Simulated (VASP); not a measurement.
Computed with vdW-DF-cx, VASP's PBE PAW potentials (set 64) (plane waves; VASP).

VASP input:

INCAR:
```
# general
SYSTEM   = SrTiO3
PREC     = Accurate
ENCUT    = 520   # plane-wave cut-off (eV)
LREAL    = .FALSE.   # projection in real space or not
LASPH    = .TRUE.   # aspherical one-centre terms

# electronic loop
EDIFF    = 1E-7   # SCF stop (eV)
NELM     = 100
ALGO     = Normal
LMAXMIX  = 4   # l cut-off of mixed one-centre charges

# smearing
ISMEAR   = 0
SIGMA    = 0.05   # width (eV)

# functional
GGA      = CX
LUSE_VDW = .TRUE.
AGGAC    = 0.0

# ions
ISIF     = 2   # forces and stress, cell fixed

# output
LWAVE    = .FALSE.
LCHARG   = .FALSE.
```

File POSCAR:
```
SrTiO3
1
    3.9428224719     0.0000000000     0.0000000000
    0.0000000000     3.9428224719     0.0000000000
    0.0000000000     0.0000000000     3.9428224719
Sr Ti O
1 1 3
Direct
  0.0000000000   0.0000000000   0.0000000000
  0.5000000000   0.5000000000   0.5000000000
  0.5000000000   0.0000000000   0.5000000000
  0.0000000000   0.5000000000   0.5000000000
  0.5000000000   0.5000000000   0.0000000000
```

File KPOINTS:
```
Automatic mesh
0
Gamma
6 6 6
0 0 0
```

POTCAR, in this order: Sr_sv Ti_sv O (PBE.64 set). Program: vasp_std.

The run wrote:

OUTCAR:
```
 ion  position               nearest neighbor table
   1  0.000  0.000  0.000-   3 2.79   4 2.79   5 2.79   3 2.79   4 2.79   4 2.79   5 2.79   4 2.79
                             3 2.79   5 2.79   3 2.79   5 2.79   2 3.41   2 3.41   2 3.41   2 3.41
   2  0.500  0.500  0.500-   3 1.97   4 1.97   5 1.97   5 1.97   3 1.97   4 1.97   1 3.41   1 3.41
                             1 3.41   1 3.41   1 3.41   1 3.41   1 3.41   1 3.41
   3  0.500  0.000  0.500-   2 1.97   2 1.97   1 2.79   1 2.79   1 2.79   1 2.79
   4  0.000  0.500  0.500-   2 1.97   2 1.97   1 2.79   1 2.79   1 2.79   1 2.79
   5  0.500  0.500  0.000-   2 1.97   2 1.97   1 2.79   1 2.79   1 2.79   1 2.79
  LATTYP: Found a simple cubic cell.
 ALAT       =     3.9428224719
 Subroutine PRICEL returns:
 Original cell was already a primitive cell.
 Subroutine GETGRP returns: Found 48 space group operations
The static configuration has the point symmetry O_h .
The dynamic configuration has the point symmetry O_h .
 Subroutine INISYM returns: Found 48 space group operations
 Subroutine IBZKPT returns following result:
 Found     20 irreducible k-points:

 Following reciprocal coordinates:
            Coordinates               Weight
  0.000000  0.000000  0.000000      1.000000
  0.166667  0.000000  0.000000      6.000000
  0.333333  0.000000  0.000000      6.000000
  0.500000  0.000000  0.000000      3.000000
  0.166667  0.166667  0.000000     12.000000
  0.333333  0.166667  0.000000     24.000000
  0.500000  0.166667  0.000000     12.000000
  0.333333  0.333333  0.000000     12.000000
  0.500000  0.333333  0.000000     12.000000
  0.500000  0.500000  0.000000      3.000000
  0.166667  0.166667  0.166667      8.000000
  0.333333  0.166667  0.166667     24.000000
  0.500000  0.166667  0.166667     12.000000
  0.333333  0.333333  0.166667     24.000000
  0.500000  0.333333  0.166667     24.000000
  0.500000  0.500000  0.166667      6.000000
  0.333333  0.333333  0.333333      8.000000
  0.500000  0.333333  0.333333     12.000000
  0.500000  0.500000  0.333333      6.000000
...
```

### OSZICAR
```
       N       E                     dE             d eps       ncg     rms          rms(c)
DAV:   1     0.462726559235E+03    0.46273E+03   -0.22124E+04   960   0.186E+03
DAV:   2     0.100194870102E+02   -0.45271E+03   -0.44468E+03  1160   0.497E+02
DAV:   3    -0.389945473473E+02   -0.49014E+02   -0.48415E+02  1408   0.151E+02
DAV:   4    -0.410470803893E+02   -0.20525E+01   -0.20516E+01  1352   0.294E+01
DAV:   5    -0.411167164913E+02   -0.69636E-01   -0.69633E-01  1328   0.408E+00    0.263E+01
DAV:   6    -0.311670149206E+02    0.99497E+01   -0.65382E+01  1456   0.732E+01    0.159E+01
DAV:   7    -0.311619733783E+02    0.50415E-02   -0.93623E+00  1192   0.236E+01    0.104E+01
DAV:   8    -0.311916306549E+02   -0.29657E-01   -0.23774E+00  1224   0.163E+01    0.332E+00
DAV:   9    -0.310695713853E+02    0.12206E+00   -0.62141E-01  1144   0.774E+00    0.915E-01
DAV:  10    -0.310746602912E+02   -0.50889E-02   -0.10805E-01  1296   0.234E+00    0.883E-01
DAV:  11    -0.310664630654E+02    0.81972E-02   -0.79296E-02  1384   0.246E+00    0.250E-01
DAV:  12    -0.310658148309E+02    0.64823E-03   -0.38623E-03  1136   0.701E-01    0.932E-02
DAV:  13    -0.310657820559E+02    0.32775E-04   -0.57735E-04  1368   0.171E-01    0.636E-02
DAV:  14    -0.310657676468E+02    0.14409E-04   -0.85947E-05  1464   0.781E-02    0.172E-02
DAV:  15    -0.310657666318E+02    0.10150E-05   -0.21769E-05  1504   0.404E-02    0.851E-03
DAV:  16    -0.310657656974E+02    0.93443E-06   -0.71079E-06  1304   0.230E-02    0.121E-03
DAV:  17    -0.310657658182E+02   -0.12079E-06   -0.64847E-07  1160   0.574E-03    0.203E-03
DAV:  18    -0.310657657471E+02    0.71080E-07   -0.64044E-08   592   0.260E-03
   1 F= -.31065766E+02 E0= -.31065766E+02  d E =-.351918E-16
```

File OUTCAR:
```
------------------------ aborting loop because EDIFF is reached ----------------------------------------
  FORCE on cell =-STRESS in cart. coord.  units (eV):
  Direction    XX          YY          ZZ          XY          YZ          ZX
  --------------------------------------------------------------------------------------
  Total       -1.9454483     -1.9454483     -1.9454483     -0.0000000     -0.0000000     -0.0000000
  in kB      -50.8520668    -50.8520668    -50.8520668     -0.0000000     -0.0000000     -0.0000000
  external PRESSURE =     -50.8520668 kB  Pullay stress =       0.0000000 kB
  volume of cell :       61.29
      direct lattice vectors                 reciprocal lattice vectors
     3.942822472  0.000000000  0.000000000     0.253625419  0.000000000  0.000000000
     0.000000000  3.942822472  0.000000000     0.000000000  0.253625419  0.000000000
     0.000000000  0.000000000  3.942822472     0.000000000  0.000000000  0.253625419
 POSITION                                       TOTAL-FORCE (eV/Angst)
 -----------------------------------------------------------------------------------
      0.00000      0.00000      0.00000         0.000000      0.000000      0.000000
      1.97141      1.97141      1.97141         0.000000      0.000000      0.000000
      1.97141      0.00000      1.97141         0.000000      0.000000      0.000000
      0.00000      1.97141      1.97141         0.000000      0.000000      0.000000
      1.97141      1.97141      0.00000         0.000000      0.000000      0.000000
 -----------------------------------------------------------------------------------
    total drift:                                0.000000      0.000000     -0.000000
  FREE ENERGIE OF THE ION-ELECTRON SYSTEM (eV)
  ---------------------------------------------------
  free  energy   TOTEN  =       -31.0657657471 eV

  energy  without entropy=      -31.0657657471  energy(sigma->0) =      -31.06576575
```
(Selected blocks of OUTCAR.)

The compound is SrTiO3 in the cubic perovskite structure, the ideal cubic form; the compound distorts at low or room temperature. This cell is one point of a volume scan, at 1.03 of the reference volume.
